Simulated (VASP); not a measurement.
Set up this calculation in VASP 6.6.1, as the native input.

```
Task                   : core levels
Functional             : PBE
Potentials or basis    : VASP PAW PBE potentials, release 64 (Zr_sv, B)
Cutoff                 : 400 eV
k mesh                 : 5 × 5 × 5
Occupations            : gaussian, width 0.1 eV
Spin                   : no spin polarisation
Further INCAR settings : ALGO = Fast; EDIFF = 1e-06
```

The structure of ZrB2 lies in POSCAR:

```
ZrB2
1.0
    6.3340000000      0.0000000000      0.0000000000
   -3.1670000000      5.4854049076      0.0000000000
    0.0000000000      0.0000000000      7.0620000000
Zr B
8 16
Direct
    0.0000000000      0.0000000000      0.0000000000
    0.0000000000      0.0000000000      0.5000000000
    0.0000000000      0.5000000000      0.0000000000
    0.0000000000      0.5000000000      0.5000000000
    0.5000000000      0.0000000000      0.0000000000
    0.5000000000      0.0000000000      0.5000000000
    0.5000000000      0.5000000000      0.0000000000
    0.5000000000      0.5000000000      0.5000000000
    0.1666666667      0.3333333333      0.2500000000
    0.3333333333      0.1666666667      0.2500000000
    0.1666666667      0.3333333333      0.7500000000
    0.3333333333      0.1666666667      0.7500000000
    0.1666666667      0.8333333333      0.2500000000
    0.3333333333      0.6666666667      0.2500000000
    0.1666666667      0.8333333333      0.7500000000
    0.3333333333      0.6666666667      0.7500000000
    0.6666666667      0.3333333333      0.2500000000
    0.8333333333      0.1666666667      0.2500000000
    0.6666666667      0.3333333333      0.7500000000
    0.8333333333      0.1666666667      0.7500000000
    0.6666666667      0.8333333333      0.2500000000
    0.8333333333      0.6666666667      0.2500000000
    0.6666666667      0.8333333333      0.7500000000
    0.8333333333      0.6666666667      0.7500000000
```

The cell was built by a generator and isn't the measured one.

One way to write it, as run:

INCAR

```
SYSTEM = ZrB2
PREC     = Accurate       ! precision mode
ENCUT    = 400            ! plane-wave cutoff, eV
EDIFF    = 1E-6           ! SCF threshold, eV
ISMEAR   = 0              ! smearing method
SIGMA    = 0.1            ! smearing width, eV
LREAL    = .False.        ! projectors in reciprocal space
LASPH    = .True.         ! aspherical terms in the spheres
NELM     = 100            ! most SCF steps
ALGO     = Fast           ! electronic algorithm
ISIF     = 2              ! what is computed and relaxed
LWAVE    = .False.        ! write WAVECAR
LCHARG   = .False.        ! write CHGCAR
GGA      = PE             ! functional
ICORELEVEL= 1
```

KPOINTS

```
regular mesh
0
Gamma
  5 5 5
  0 0 0
```

Potentials or basis: VASP PAW PBE potentials, release 64 (Zr_sv, B).

Command:

```bash
$ cat potpaw_PBE.64/Zr_sv/POTCAR potpaw_PBE.64/B/POTCAR > POTCAR
$ mpirun -np 1 vasp_std > vasp.out
```

It gave:

- Pressure: 1.4 GPa
- Band gap on the k mesh: none (metal or under the smearing width)

It took 6.8 min on 1 thread of Intel(R) Xeon(R) 6975P-C (Granite Rapids) (shared host), peak memory 0.36 GiB.
